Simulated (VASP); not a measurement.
# Al2GaP3 in VASP: a series of runs, part 2 of 2

VASP 6.6.1. The steps go on from the part before.

**4. Relaxation of cell and atoms, PBE**

This run uses another cell than the first one, of 19.93 Å³/atom, 1.084 times its volume.

File INCAR:

```
SYSTEM = Al2GaP3
PREC = Normal
ENCUT = 520
EDIFF = 1E-4
ISMEAR = 0
SIGMA = 0.15
LREAL = .False.
LASPH = .True.
NELM = 60
ALGO = Fast
ISIF = 3
LWAVE = .False.
LCHARG = .False.
GGA = PE
IBRION = 2
NSW = 24
EDIFFG = -0.08
```

File KPOINTS:

```
regular mesh
0
Gamma
  3 3 2
  0 0 0
```

File POSCAR:

```
Al2GaP3
1.0
    4.3178825300      0.0000000000      0.0000000000
    0.0000000000      4.3178825300      0.0000000000
    0.0000000000      0.0000000000      6.4141273000
Al Ga P
2 1 3
Direct
    0.0000000000      0.5000000000      0.5000000000
    0.5000000000      0.0000000000      0.5000000000
    0.0000000000      0.0000000000      0.5000000000
    0.0000000000      0.0000000000      0.8491350400
    0.0000000000      0.0000000000      0.1508649600
    0.5000000000      0.5000000000      0.0000000000
```

The run is started by

```bash
$ cat potpaw_PBE.64/Al/POTCAR potpaw_PBE.64/Ga_d/POTCAR potpaw_PBE.64/P/POTCAR > POTCAR
$ mpirun -np 1 vasp_std > vasp.out
```

It took 40 s on 1 thread of Intel Xeon Platinum 8488C (Sapphire Rapids), shared host; peak memory 0.16 GiB.

It converged, with:

```yaml
Free_energy: -19.3314 eV
Relaxed_volume: 26.75 Å³/atom
Relaxed_cell: a = 4.796 Å, b = 4.796 Å, c = 6.979 Å, α = 90.00°, β = 90.00°, γ = 90.00°
Space_group_after_relaxing_to_0.05_Å: P4/mmm (No. 123)
Energy_gained_by_relaxing: 271.3 meV/atom
Ionic_steps: 11
Pressure_after_relaxing: 0.1 GPa
Largest_force_after_relaxing: 0.016 eV/Å
Band_gap_on_the_k_mesh: none (metal or under the smearing width)
```

Forces in eV/Å, atoms in the order of the input:
```
Al   0.000  0.000  0.000
Al   0.000  0.000  0.000
Ga   0.000  0.000  0.000
P    0.000  0.000  0.016
P    0.000  0.000 -0.016
P    0.000  0.000  0.000
```

Stress tensor (GPa, compression positive):
```
 0.19  0.00  0.00
 0.00  0.19  0.00
 0.00  0.00 -0.19
```

Step by step:
```tsv
step	energy change (eV)	largest force (eV/Å)	pressure (GPa)	volume (Å³)
1	0.0000	0.4015	17.01	119.59
2	-1.4498	2.0702	-1.46	160.06
3	-1.4716	1.8645	0.17	153.75
4	-1.4716	1.9010	-0.42	155.03
5	-1.5538	2.1623	1.54	159.32
6	-1.6183	0.1131	0.55	157.79
7	-1.6183	0.1774	0.64	157.84
8	-1.6265	0.1064	-0.05	160.46
9	-1.6267	0.1004	0.03	160.58
10	-1.6271	0.0922	-0.13	160.82
11	-1.6280	0.0156	0.06	160.51
```

Final structure:
```
CELL_PARAMETERS angstrom
4.79577 0.00000 0.00000
0.00000 4.79577 0.00000
0.00000 0.00000 6.97898
ATOMIC_POSITIONS crystal
Al 0.00000 0.50000 0.50000
Al 0.50000 0.00000 0.50000
Ga 0.00000 0.00000 0.50000
P 0.00000 0.00000 0.85992
P 0.00000 0.00000 0.14008
P 0.50000 0.50000 0.00000
```

Levels at points of the mesh, in eV from the Fermi level:
```tsv
k point	band 14	band 15	band 16	band 17	band 18	band 19	band 20	band 21
(0.00, 0.00, 0.00)	-1.92	-1.78	-0.98	-0.02	0.13	0.13	0.33	0.71
(0.00, 0.00, 0.50)	-3.04	-1.74	-1.71	0.69	0.69	0.78	1.43	1.43
```

Caveat: the k mesh is coarse (spacing up to 0.49 Å⁻¹), so the values aren't converged; the volume moved by over 15 % at a fixed basis, so the end points are rough; the relaxation stopped at a loose force limit of 0.08 eV/Å, so its end isn't a converged minimum.

**5. Relaxation of cell and atoms, PBE**

This run uses another cell than the first one, of 20.19 Å³/atom, 1.098 times its volume.

INCAR is that of step 4.

File KPOINTS:

```
regular mesh
0
Gamma
  3 3 3
  0 0 0
```

File POSCAR:

```
Al2GaP3
1.0
    5.6275074200      0.0000000000      0.0000000000
   -2.8137537100      4.8735643900      0.0000000000
    0.0000000000      0.0000000000      4.4161456400
Al Ga P
2 1 3
Direct
    0.3333333300      0.6666666700      0.5000000000
    0.6666666700      0.3333333300      0.5000000000
    0.0000000000      0.0000000000      0.5000000000
    0.5000000000      0.0000000000      0.0000000000
    0.0000000000      0.5000000000      0.0000000000
    0.5000000000      0.5000000000      0.0000000000
```

Potentials or basis: VASP PAW PBE potentials, release 64 (Al, Ga_d, P).

The run is started by

```bash
$ cat potpaw_PBE.64/Al/POTCAR potpaw_PBE.64/Ga_d/POTCAR potpaw_PBE.64/P/POTCAR > POTCAR
$ mpirun -np 1 vasp_std > vasp.out
```

OUTCAR:

```text
SYSTEM = Al2GaP3
   PREC = Normal
   ENCUT = 520
   EDIFF = 1E-4
   ISMEAR = 0
   LREAL = .False.
   LASPH = .True.
   NELM = 60
   ISIF = 3
   GGA = PE
   IBRION = 2
   NSW = 24
   EDIFFG = -0.08

 ion  position               nearest neighbor table
   1  0.333  0.667  0.500-   5 2.74   5 2.74   4 2.74   4 2.74   6 2.74   6 2.74   2 3.25   2 3.25
                             2 3.25
   2  0.667  0.333  0.500-   5 2.74   5 2.74   4 2.74   4 2.74   6 2.74   6 2.74   1 3.25   1 3.25
                             1 3.25
   3  0.000  0.000  0.500-
   4  0.500  0.000  0.000-   1 2.74   2 2.74   1 2.74   2 2.74   5 2.81   6 2.81   6 2.81   5 2.81

   5  0.000  0.500  0.000-   1 2.74   2 2.74   1 2.74   2 2.74   6 2.81   6 2.81   4 2.81   4 2.81

   6  0.500  0.500  0.000-   1 2.74   2 2.74   1 2.74   2 2.74   5 2.81   5 2.81   4 2.81   4 2.81

  LATTYP: Found a hexagonal cell.
 ALAT       =     5.6275074200
 C/A-ratio  =     0.7847427485

  Lattice vectors:

 A1 = (   5.6275074200,   0.0000000000,   0.0000000000)
 A2 = (  -2.8137537100,   4.8735643900,   0.0000000000)
 A3 = (   0.0000000000,   0.0000000000,   4.4161456400)

Analysis of symmetry for initial positions (statically):
=====================================================================
 Subroutine PRICEL returns:
 Original cell was already a primitive cell.

 Routine SETGRP: Setting up the symmetry group for a
 hexagonal supercell.

 Subroutine GETGRP returns: Found 24 space group operations
 (whereof 24 operations were pure point group operations)
 out of a pool of 24 trial point group operations.

The static configuration has the point symmetry D_6h.

Analysis of symmetry for dynamics (positions and initial velocities):
=====================================================================
 Subroutine PRICEL returns:
 Original cell was already a primitive cell.

 Routine SETGRP: Setting up the symmetry group for a
 hexagonal supercell.

 Subroutine GETGRP returns: Found 24 space group operations
 (whereof 24 operations were pure point group operations)
 out of a pool of 24 trial point group operations.

The dynamic configuration has the point symmetry D_6h.

 Subroutine INISYM returns: Found 24 space group operations
 (whereof 24 operations are pure point group operations),
 and found     1 'primitive' translations

----------------------------------------------------------------------------------------

                                     Primitive cell

  volume of cell :     121.1173

  direct lattice vectors                    reciprocal lattice vectors
     5.627507420  0.000000000  0.000000000     0.177698566  0.102594315  0.000000000
    -2.813753710  4.873564390  0.000000000     0.000000000  0.205188630  0.000000000
     0.000000000  0.000000000  4.416145640     0.000000000  0.000000000  0.226441807

  length of vectors
     5.627507420  5.627507424  4.416145640     0.205188630  0.205188630  0.226441807

  position of ions in fractional coordinates (direct lattice)
     0.333333330  0.666666670  0.500000000
     0.666666670  0.333333330  0.500000000
     0.000000000  0.000000000  0.500000000
     0.500000000  0.000000000  0.000000000
     1.000000000  0.500000000  0.000000000
     0.500000000  0.500000000  0.000000000

  ion indices of the primitive-cell ions
   primitive index   ion index
                 1           1
                 2           2
                 3           3
                 4           4
                 5           5
                 6           6

----------------------------------------------------------------------------------------

 KPOINTS: regular mesh

Automatic generation of k-mesh.
 Grid dimensions read from file:
 generate k-points for:    3    3    3

 Generating k-lattice:

  Cartesian coordinates                     Fractional coordinates (reciprocal lattice)
     0.059232855  0.034198105  0.000000000     0.333333333 -0.000000000  0.000000000
     0.000000000  0.068396210  0.000000000     0.000000000  0.333333333  0.000000000
     0.000000000  0.000000000  0.075480602     0.000000000  0.000000000  0.333333333

  Length of vectors
     0.068396210  0.068396210  0.075480602

  Shift w.r.t. Gamma in fractional coordinates (k-lattice)
     0.000000000  0.000000000  0.000000000

 Subroutine IBZKPT returns following result:
 ===========================================

 Found      6 irreducible k-points:

 Following reciprocal coordinates:
            Coordinates               Weight
  0.000000  0.000000  0.000000      1.000000
  0.333333  0.000000  0.000000      6.000000
  0.333333  0.333333  0.000000      2.000000
  0.000000  0.000000  0.333333      2.000000
  0.333333  0.000000  0.333333     12.000000
  0.333333  0.333333  0.333333      4.000000
   k-points           NKPTS =      6   k-points in BZ     NKDIM =      6   number of bands    NBANDS=     21
   number of dos      NEDOS =    301   number of ions     NIONS =      6
   total plane-waves  NPLWV =  28672
   dimension x,y,z NGX =    32 NGY =   32 NGZ =   28
   dimension x,y,z NGXF=    64 NGYF=   64 NGZF=   56
   ions per type =               2   1   3
   NGX,Y,Z   is equivalent  to a cutoff of   9.45,  9.45, 10.54 a.u.
   NGXF,Y,Z  is equivalent  to a cutoff of  18.91, 18.91, 21.08 a.u.
 SYSTEM =  Al2GaP3
   PREC   = normal    normal or accurate (medium, high low for compatibility)
   ISTART =      0    job   : 0-new  1-cont  2-samecut
   ICHARG =      2    charge: 1-file 2-atom 10-const
   ISPIN  =      1    spin polarized calculation?
   LNONCOLLINEAR =      F non collinear calculations
   LSORBIT =      F    spin-orbit coupling
   LASPH  =      T    aspherical Exc in radial PAW
   ENCUT  =  520.0 eV  38.22 Ry    6.18 a.u.  10.46 10.46  8.21*2*pi/ulx,y,z
   NELM   =     60;   NELMIN=  2; NELMDL= -5     # of ELM steps
   EDIFF  = 0.1E-03   stopping-criterion for ELM
   LREAL  =      F    real-space projection
   EDIFFG = -.8E-01   stopping-criterion for IOM
   NSW    =     24    number of steps for IOM
   IBRION =      2    ionic relax: 0-MD 1-quasi-New 2-CG
   NFREE  =      1    steps in history (QN), initial steepest desc. (CG)
   ISIF   =      3    stress and relaxation
   ISYM   =      2    0-nonsym 1-usesym 2-fastsym
   POTIM  = 0.5000    time-step for ionic-motion
   TEBEG  =    0.0;   TEEND  =   0.0 temperature during run
   PSTRESS=    0.0 pullay stress
   NELECT =      34.0000    total number of electrons
   NUPDOWN=      -1.0000    fix difference up-down
   EMIN   =  10.00;   EMAX   =-10.00  energy-range for DOS
   EFERMI =   0.00;   METHOD = LEGACY
   ISMEAR =     0;   SIGMA  =   0.15  broadening in eV -4-tet -1-fermi 0-gaus
   EFERMI_NEDOS =   21; number of points for ismear=-14 and -15
   IALGO  =     68    algorithm
   IMIX   =      4    mixing-type and parameters
     AMIX     =   0.40;   BMIX     =  1.00
     AMIX_MAG =   1.60;   BMIX_MAG =  1.00
  volume/ion in A,a.u.               =      20.19       136.22
  Fermi-wavevector in a.u.,A,eV,Ry     =   1.071928  2.025651 15.633507  1.149030
  Thomas-Fermi vector in A             =   2.207683
   LORBIT       =      0    0 simple, 1 ext, 2 COOP (PROOUT), +10 PAW based schemes
   GGA     = PE    functional components
   LHFCALC =     F    Hartree Fock is set to
   AEXX    =    0.0000 exact exchange contribution
   IVDW    =     0    specifies the selected vdW correction
   LEPSILON=     F    determine dielectric tensor
   LRPA    =     F    only Hartree local field effects (RPA)
 conjugate gradient relaxation of ions
 non-spin polarized calculation
 RMM-DIIS sequential band-by-band and
 Gauss-broadening in eV      SIGMA  =   0.15
  energy-cutoff  :      520.00
  volume of cell :      121.12
 maximum number of plane-waves:      3282
   NGX = 21   NGY = 21   NGZ = 17

--------------------------------------- Ionic step        1  -------------------------------------------

 number of electron      33.9999984 magnetization

 Free energy of the ion-electron system (eV)
  ---------------------------------------------------
  ext. energy  EPLUGINS =         0.00000000
  ---------------------------------------------------
  free energy    TOTEN  =       -23.81535127 eV

  energy without entropy =      -23.73091211  energy(sigma->0) =      -23.77313169

 E-fermi :   6.0592     XC(G=0):  -9.8112

 val. band max:        6.0245487835   @ k =   0.3333   0.3333   0.0000
 cond. band min:       6.1228781099   @ k =   0.3333   0.0000   0.3333
 fundamental gap:      0.0983293265
 Fermi energy:         6.0592443486

 k-point     1 :       0.0000    0.0000    0.0000
  band No.  band energies     occupation
      1      -9.0458      2.00000
      2      -9.0226      2.00000
      3      -9.0226      2.00000
      4      -8.9966      2.00000
      5      -8.9966      2.00000
      6      -7.4149      2.00000
[... 250 lines left out ...]
  energy  without entropy=      -24.0802277354  energy(sigma->0) =      -24.11760229

--------------------------------------- Ionic step        4  -------------------------------------------

 number of electron      33.9999960 magnetization

 Free energy of the ion-electron system (eV)
  ---------------------------------------------------
  ext. energy  EPLUGINS =         0.00000000
  ---------------------------------------------------
  free energy    TOTEN  =       -24.15510521 eV

  energy without entropy =      -24.08045818  energy(sigma->0) =      -24.11778169

 E-fermi :   7.0853     XC(G=0): -10.2724

 val. band max:        6.9875928974   @ k =   0.3333   0.3333   0.0000
 cond. band min:       7.1353084761   @ k =   0.3333   0.3333   0.0000
 fundamental gap:      0.1477155787
 Fermi energy:         7.0853198256

 k-point     1 :       0.0000    0.0000    0.0000
  band No.  band energies     occupation
      1      -7.9180      2.00000
      2      -7.8923      2.00000
      3      -7.8923      2.00000
      4      -7.8825      2.00000
      5      -7.8825      2.00000
      6      -7.0777      2.00000
[... 166 lines left out ...]
  FREE ENERGIE OF THE ION-ELECTRON SYSTEM (eV)
  ---------------------------------------------------
  free  energy   TOTEN  =       -24.1551052056 eV

  energy  without entropy=      -24.0804581788  energy(sigma->0) =      -24.11778169

 reached required accuracy - stopping structural energy minimisation
```

It took 22 s on 1 thread of Intel Xeon Platinum 8488C (Sapphire Rapids), shared host; peak memory 0.18 GiB.

Results:

| Quantity | Value |
| --- | --- |
| Free energy | -24.1551 eV |
| Relaxed volume | 18.02 Å³/atom |
| Relaxed cell | a = 5.494 Å, b = 5.494 Å, c = 4.137 Å, α = 90.00°, β = 90.00°, γ = 120.00° |
| Space group after relaxing (to 0.05 Å) | P6/mmm (No. 191) |
| Energy gained by relaxing | 56.6 meV/atom |
| Ionic steps | 4 |
| Pressure after relaxing | 0.2 GPa |
| Band gap on the k mesh | none (metal or under the smearing width) |

Stress tensor (GPa, compression positive):
```
 0.62  0.00  0.00
 0.00  0.62  0.00
 0.00  0.00 -0.67
```

The path:
```csv
step,energy change (eV),largest force (eV/Å),pressure (GPa),volume (Å³)
1,0.0000,0.0000,-5.88,121.12
2,-0.3392,0.0000,-0.19,108.53
3,-0.3396,0.0000,0.72,107.83
4,-0.3398,0.0000,0.19,108.15
```

Final structure:
```
Al Ga P
1.0
     5.49406    0.00000    0.00000
    -2.74703    4.75799    0.00000
     0.00000    0.00000    4.13718
Al Ga P
2 1 3
Direct
  0.33333 0.66667 0.50000
  0.66667 0.33333 0.50000
  0.00000 0.00000 0.50000
  0.50000 0.00000 0.00000
  0.00000 0.50000 0.00000
  0.50000 0.50000 0.00000
```

Caveat: the k mesh is coarse (spacing up to 0.47 Å⁻¹), so the values aren't converged; the relaxation stopped at a loose force limit of 0.08 eV/Å, so its end isn't a converged minimum.

**6. Relaxation of cell and atoms, PBE**

This run uses another cell than the first one, of 17.98 Å³/atom, 0.978 times its volume.

INCAR is that of step 5.

File KPOINTS:

```
regular mesh
0
Gamma
  4 4 2
  0 0 0
```

File POSCAR:

```
Al2GaP3
1.0
    3.9328156200      0.0000000000      0.0000000000
   -1.9664078100      3.4059182400      0.0000000000
    0.0000000000      0.0000000000      8.0548471500
Al Ga P
2 1 3
Direct
    0.0000000000      0.0000000000      0.7851826900
    0.0000000000      0.0000000000      0.2148173100
    0.0000000000      0.0000000000      0.5000000000
    0.3333333300      0.6666666700      0.0000000000
    0.6666666700      0.3333333300      0.0000000000
    0.0000000000      0.0000000000      0.0000000000
```

Potentials or basis: VASP PAW PBE potentials, release 64 (Al, Ga_d, P).

The run is started by

```bash
$ cat potpaw_PBE.64/Al/POTCAR potpaw_PBE.64/Ga_d/POTCAR potpaw_PBE.64/P/POTCAR > POTCAR
$ mpirun -np 1 vasp_std > vasp.out
```

It took 2.4 min on 1 thread of Intel Xeon Platinum 8488C (Sapphire Rapids), shared host; peak memory 0.18 GiB.

Results (log left out):

- Free energy: -21.1743 eV
- Relaxed volume: 25.93 Å³/atom
- Relaxed cell: a = 4.232 Å, b = 4.232 Å, c = 10.033 Å, α = 90.00°, β = 90.00°, γ = 120.00°
- Space group after relaxing (to 0.05 Å): P6/mmm (No. 191)
- Energy gained by relaxing: 1556.5 meV/atom
- Ionic steps: 17
- Pressure after relaxing: -0.1 GPa
- Largest force after relaxing: 0.076 eV/Å
- Band gap on the k mesh: none (metal or under the smearing width)

Forces on the atoms (eV/Å):
```
Al   0.000  0.000  0.076
Al   0.000  0.000 -0.076
Ga   0.000  0.000  0.000
P    0.000  0.000  0.000
P    0.000  0.000  0.000
P    0.000  0.000  0.000
```

Stress tensor (GPa, compression positive):
```
-0.34  0.00  0.00
 0.00 -0.34  0.00
 0.00  0.00  0.44
```

Step by step:
```csv
step,energy change (eV),largest force (eV/Å),pressure (GPa),volume (Å³)
1,0.0000,17.7650,49.53,107.89
2,-5.5429,2.2062,-2.09,210.93
3,-6.5255,2.3083,-1.76,204.74
4,-6.8327,2.3777,-1.55,201.27
5,-7.1223,2.5938,-0.93,189.64
6,-8.2047,3.3464,3.33,146.02
7,-7.9833,2.7315,13.40,126.29
8,-8.1932,3.6438,4.91,142.47
9,-8.2351,3.5240,6.48,138.03
10,-8.2234,3.6021,5.97,139.87
11,-9.0499,1.0849,-1.18,158.41
12,-9.0527,1.0323,-1.37,159.43
13,-9.1849,0.8197,-0.68,155.48
14,-9.2807,0.2487,2.11,147.74
15,-9.2828,0.3610,1.40,149.03
16,-9.3303,0.2004,0.45,152.96
17,-9.3389,0.0761,-0.08,155.58
```

Final structure:
```xyz
6
Lattice="4.2316 0.0000 0.0000 -2.1158 3.6647 0.0000 0.0000 0.0000 10.0327" Properties=species:S:1:pos:R:3 pbc="T T T"
Al    0.0000    0.0000    7.6018
Al    0.0000    0.0000    2.4309
Ga    0.0000    0.0000    5.0163
P     0.0000    2.4431    0.0000
P     2.1158    1.2216    0.0000
P     0.0000    0.0000    0.0000
```

Levels at points of the mesh, in eV from the Fermi level:
```csv
k point,band 15,band 16,band 17,band 18,band 19,band 20
"(0.00, 0.00, 0.00)",-3.95,-3.08,-0.36,1.49,2.49,2.49
"(0.50, 0.00, 0.00)",-1.69,-0.61,0.88,0.98,1.00,1.32
"(0.00, 0.00, 0.50)",-5.12,-0.98,-0.25,-0.25,1.49,2.11
"(0.50, 0.00, 0.50)",-0.62,-0.52,0.09,0.58,0.86,1.00
```

Caveat: the k mesh is coarse (spacing up to 0.46 Å⁻¹), so the values aren't converged; the volume moved by over 15 % at a fixed basis, so the end points are rough; the relaxation stopped at a loose force limit of 0.08 eV/Å, so its end isn't a converged minimum.

**7. The runs side by side**

| k mesh | gap on the mesh (eV) | pressure (GPa) | relaxed volume (Å³/atom) | largest force (eV/Å) |
| --- | --- | --- | --- | --- |
| 3 × 3 × 3 | none | 0.2 | 18.02 | - |
| 3 × 3 × 2 | none | 0.1 | 26.75 | 0.02 |
| 4 × 4 × 2 | none | -0.1 | 25.93 | 0.08 |

Alike in all rows: task relaxation of cell and atoms; level PBE; potentials or basis VASP PAW PBE potentials, release 64 (Al, Ga_d, P); no spin polarisation; cell relaxed; cutoff (eV) 520; smearing gaussian 0.15 eV; the mesh is coarse, so values aren't converged.

Caveats: all runs use coarse meshes; the relaxation stopped at a loose force limit of 0.08 eV/Å, so its end isn't a converged minimum; the volume moved by over 15 % at a fixed basis, so the end points are rough (some runs).

Absolute energies hang on the potentials; compare differences alone.
